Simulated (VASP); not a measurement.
Calculation: PBE GGA with D4 dispersion, VASP's PBE PAW potentials (set 64) (plane waves; VASP).

A VASP calculation is set up with these files.

File KPOINTS:
```
kpoints
0
gamma
 15 15 15
0 0 0
```

**INCAR**
```
! general
SYSTEM  = HfC
PREC    = Accurate
ENCUT   = 520
LREAL   = .False.
LASPH   = .True.

! electronic loop
EDIFF   = 1E-7
NELM    = 100
ALGO    = Normal
LMAXMIX = 6

! smearing
ISMEAR  = -5

! functional
GGA     = PE
IVDW    = 13

! ions
ISIF    = 2

! output
LWAVE   = .False.
LCHARG  = .True.
LORBIT  = 11
NEDOS   = 601
```

File POSCAR:
```
HfC
1
    0.0000000000     2.3121999018     2.3121999018
    2.3121999018     0.0000000000     2.3121999018
    2.3121999018     2.3121999018     0.0000000000
Hf C
1 1
Direct
  0.0000000000   0.0000000000   0.0000000000
  0.5000000000   0.5000000000   0.5000000000
```

POTCAR, in this order: Hf_pv C (PBE.64 set). Program: vasp_std.

Output

### OSZICAR
```
       N       E                     dE             d eps       ncg     rms          rms(c)
DAV:   1     0.245728460109E+02    0.24573E+02   -0.78819E+03  2648   0.122E+03
DAV:   2    -0.224007864125E+02   -0.46974E+02   -0.44934E+02  3410   0.215E+02
DAV:   3    -0.241874427037E+02   -0.17867E+01   -0.17645E+01  3389   0.327E+01
DAV:   4    -0.242041532914E+02   -0.16711E-01   -0.16711E-01  3232   0.325E+00
DAV:   5    -0.242043614762E+02   -0.20818E-03   -0.20816E-03  3473   0.283E-01    0.589E+01
DAV:   6    -0.211163544475E+02    0.30880E+01   -0.20075E+01  2930   0.232E+01    0.417E+01
DAV:   7    -0.210539527519E+02    0.62402E-01   -0.62201E-01  3082   0.614E+00    0.249E+01
DAV:   8    -0.210474284730E+02    0.65243E-02   -0.52012E-02  2927   0.231E+00    0.569E+00
DAV:   9    -0.210419315720E+02    0.54969E-02   -0.26797E-02  3004   0.988E-01    0.185E+00
DAV:  10    -0.210417104161E+02    0.22116E-03   -0.85703E-04  3107   0.253E-01    0.402E-01
DAV:  11    -0.210416972735E+02    0.13143E-04   -0.17737E-04  3037   0.979E-02    0.583E-02
DAV:  12    -0.210416956464E+02    0.16270E-05   -0.62691E-06  3085   0.227E-02    0.663E-02
DAV:  13    -0.210416949630E+02    0.68345E-06   -0.55661E-07  3140   0.732E-03    0.215E-03
DAV:  14    -0.210416949491E+02    0.13891E-07   -0.77465E-09  1497   0.956E-04
   1 F= -.21550548E+02 E0= -.21550548E+02  d E =0.000000E+00
```

OUTCAR:
```
------------------------ aborting loop because EDIFF is reached ----------------------------------------
  Edisp (eV):   -0.50885
  FORCE on cell =-STRESS in cart. coord.  units (eV):
  Direction    XX          YY          ZZ          XY          YZ          ZX
  --------------------------------------------------------------------------------------
  Total      -0.00688    -0.00688    -0.00688     0.00000     0.00000     0.00000
  in kB      -0.44581    -0.44581    -0.44581     0.00000     0.00000     0.00000
  external pressure =       -0.45 kB  Pullay stress =        0.00 kB
  volume of cell :       24.72
      direct lattice vectors                 reciprocal lattice vectors
     0.000000000  2.312199902  2.312199902    -0.216244279  0.216244279  0.216244279
     2.312199902  0.000000000  2.312199902     0.216244279 -0.216244279  0.216244279
     2.312199902  2.312199902  0.000000000     0.216244279  0.216244279 -0.216244279
 POSITION                                       TOTAL-FORCE (eV/Angst)
 -----------------------------------------------------------------------------------
      0.00000      0.00000      0.00000        -0.000000      0.000000     -0.000000
      2.31220      2.31220      2.31220         0.000000     -0.000000      0.000000
 -----------------------------------------------------------------------------------
    total drift:                                0.000000     -0.000000     -0.000000
  FREE ENERGIE OF THE ION-ELECTRON SYSTEM (eV)
  ---------------------------------------------------
  free  energy   TOTEN  =       -21.5505481567 eV

  energy  without entropy=      -21.5505481567  energy(sigma->0) =      -21.55054816

 total charge

# of ion       s       p       d       tot
------------------------------------------
    1        0.315   6.638   1.689   8.643
    2        0.876   1.524   0.000   2.400
--------------------------------------------------
tot          1.191   8.163   1.689  11.042
```
(Selected blocks of OUTCAR.)

For a metal the tetrahedron method with Blöchl corrections gives inexact stress and forces.

The compound is HfC in the rock salt structure. It was relaxed first.
